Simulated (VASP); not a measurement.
An input for Quantum ESPRESSO's pw.x (written as the equivalent of a VASP run, and not itself run):

```
&CONTROL
  calculation = 'vc-relax'
  pseudo_dir = './pseudo'
  outdir = './out'
  tprnfor = .true.
  tstress = .true.
  nstep = 60
  forc_conv_thr = 0.00039
/
&SYSTEM
  ibrav = 0
  nat = 2
  ntyp = 2
  ecutwfc = 86
  occupations = 'smearing'
  smearing = 'methfessel-paxton'
  degauss = 0.00735
  input_dft = 'pbesol'
/
&ELECTRONS
  conv_thr = 7.3e-08
  electron_maxstep = 100
/
&IONS
/
&CELL
/
ATOMIC_SPECIES
  Hg 200.592 Hg.upf
  Se 78.971 Se.upf
CELL_PARAMETERS angstrom
    -0.0000000    3.0689363    3.0689363
     3.0689363    0.0000000    3.0689363
     3.0689363    3.0689363    0.0000000
ATOMIC_POSITIONS crystal
  Hg   0.0000000  0.0000000  0.0000000
  Se   0.2500000  0.2500000  0.2500000
K_POINTS automatic
  9 9 9 0 0 0
```

Problem. Write the VASP files for the same calculation (PBEsol).

Solution. Several could match; the one computed here: 
File KPOINTS:
```
Automatic
0
Gamma
 9 9 9
```

### INCAR
```
SYSTEM = HgSe
PREC = Accurate
ENCUT = 400
EDIFF = 1E-6
NELM = 100
ALGO = Normal
LREAL = .FALSE.
LASPH = .TRUE.
ISMEAR = 1
SIGMA = 0.1
GGA = PS
LMAXMIX = 6
LWAVE = .FALSE.
LCHARG = .FALSE.
IBRION = 2
ISIF = 3
NSW = 60
EDIFFG = -0.01
```

**POSCAR**
```
HgSe
1
   -0.0000000000     3.0689363485     3.0689363485
    3.0689363485     0.0000000000     3.0689363485
    3.0689363485     3.0689363485     0.0000000000
Hg Se
1 1
Direct
  0.0000000000   0.0000000000   0.0000000000
  0.2500000000   0.2500000000   0.2500000000
```

POTCAR, in this order: Hg Se (PBE.64 set). Program: vasp_std.

What does not carry over: the potentials are each code's own (VASP's PAW set, PseudoDojo norm-conserving files in pw.x), so ENCUT and ecutwfc are chosen apart and not converted; conv_thr bounds pw.x's estimated SCF error, while EDIFF bounds the energy change between steps; forc_conv_thr acts on force components and is met together with etot_conv_thr.

The structure was generated: HgSe was put into the zinc blende type (F-43m), which need not be its known phase. This run relaxes it. Symmetry was kept, so distortions that lower it aren't found. The start is the result of an earlier pass.
